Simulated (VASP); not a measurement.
Here is the system:

```
Gd
1.0
    1.82738    -3.16512     0.00000
    1.82738     3.16512     0.00000
    0.00000     0.00000     5.71007
Gd
2
Cartesian
  1.82738   1.05504   1.42752
  1.82738  -1.05504   4.28255
```

Method: PBE GGA, VASP's PBE PAW potentials (set 64) (plane waves; VASP 6.6.1). Numerical set-up: 400 eV cut-off, 10×10×6 Γ-centred mesh, first-order Methfessel-Paxton smearing of 0.10 eV, potentials Gd_3.

The 4f electrons are frozen in the core of the lanthanide potential, so 4f levels, which can set the real gap, and their magnetism are missing.

Q: What does the run give for the energy per atom (σ→0), band gap (on the k-mesh) with the smallest direct gap where there is one?

A: 
band gap (on the k-mesh): none (metal, semimetal or under 0.01 eV)
energy per atom (σ→0): -442.1 kJ/mol of atoms

Only differences to runs with the same potentials and settings are physical.

The compound is Gd in the hcp structure. It was relaxed first. The start is the result of an earlier pass.
